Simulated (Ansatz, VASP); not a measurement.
# Hf29Ga24N24O58 (amorphous HfO2 against GaN(10-10), 11.8 A) in two plane-wave programs, part 2 of 2

Wanted: the spread between two codes on one cell, functional and k mesh. The cell is taken from a series of runs on this material, whose earlier steps may have relaxed, scaled, displaced or heated it; both programs get it as it stands.

VASP 6.6.1 and Ansatz 0.2.0.

So far: Starting point; VASP: single point, PBE; Ansatz: single point, PBE.

### 4. Comparison

Known differences besides the potentials themselves: the data sets hold 1534 valence electrons in Ansatz (on its default PAW (the set named soft_2) files) and 1070 in VASP; the cutoff is 420 eV in Ansatz and 520 eV in VASP (PREC = Accurate, projectors in real space). Total energies have different zeros and are not compared.

The two programs side by side:

```
              quantity  Ansatz   VASP  difference
gap on the k mesh (eV)   0.133  0.123      +0.010
```

Forces on 9 of the 135 atoms, those with the largest forces and the largest differences (eV/Å; atoms numbered as in POSCAR):

```
atom         Ansatz x, y, z           VASP x, y, z
Ga18   0.211, -0.419, 0.876   0.202, -0.437, 0.895
Hf51  -0.233, -0.442, 1.077  -0.272, -0.534, 1.068
Hf55  -0.156, 0.287, -1.142  -0.159, 0.343, -1.050
Hf58  -0.167, -0.326, 1.022  -0.157, -0.408, 1.008
Hf61  -0.138, 0.105, -1.026  -0.121, 0.069, -0.931
 O89  -0.165, -0.035, 0.124  -0.257, 0.104, -0.016
O105  -0.007, 0.089, -0.213   0.128, 0.119, -0.341
O110  -0.134, -0.125, 0.901  -0.074, -0.053, 1.051
O135  0.051, -0.254, -0.926  0.038, -0.387, -1.056
```

The forces differ by 52 meV/Å r.m.s., which is 15.4 % of the r.m.s. force of 0.339 eV/Å (both taken over all components). A gap on the mesh is an upper bound, since the band edges may lie between its points; neither run holds spin-orbit coupling, which can move the band edges of a compound of Hf.

### 5. Summary of results

| Item | Value |
| --- | --- |
| r.m.s. force difference (single point, PBE) | 15 % of the r.m.s. force |

In words: The r.m.s. force difference is 15 % of the r.m.s. force (single point, PBE), beyond the 3 % picked in this series as the mark of a large difference. The data sets hold unlike numbers of valence electrons (1534 in Ansatz and 1070 in VASP), so part of the differences comes from the potentials. What causes the difference of the single point, PBE pair stays open here. How closely two codes agree says nothing of how well the functional describes the real material.

[Lines on the potential files, build, host, timing and source positions are cut from VASP's logs without a mark.]

[Logs are printed without paths, hosts, clocks, repeated set-up lines and the standing remarks that a program may print on its own settings, such as how far it seeks lower states.]

[Hosts, paths, dates, database ids (printed as entryN), source tags and the programs' standing remarks are cut or masked in the printed files.]
